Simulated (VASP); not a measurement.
```xyz
2
Lattice="0.0000 2.3669 2.3669 2.3669 0.0000 2.3669 2.3669 2.3669 0.0000" Properties=species:S:1:pos:R:3 pbc="T T T"
Cd     0.0000     0.0000     0.0000
O      2.3669     2.3669     2.3669
```

The numbers are results of HSE06 screened hybrid, VASP's PBE PAW potentials (set 64) (plane waves; VASP), not measurements. Run with 520 eV cut-off, 8×8×8 Γ-centred mesh, Gaussian smearing of 0.050 eV, potentials Cd O.

### Question
What does the run give for the energy per atom (σ→0), pressure, band gap (on the k-mesh) with the smallest direct gap where there is one?

### Answer

band gap (on the k-mesh): 0.84 eV
smallest direct gap (on the k-mesh): 2.10 eV
energy per atom (σ→0): -5.010 eV/atom
pressure: -1.05 GPa

The absolute energy has meaning only against runs of the same code, potentials and settings.

The compound is CdO in the rock salt structure. This cell is one point of a volume scan, at 0.97 of the reference volume. The cell's shape comes from a PBE relaxation.
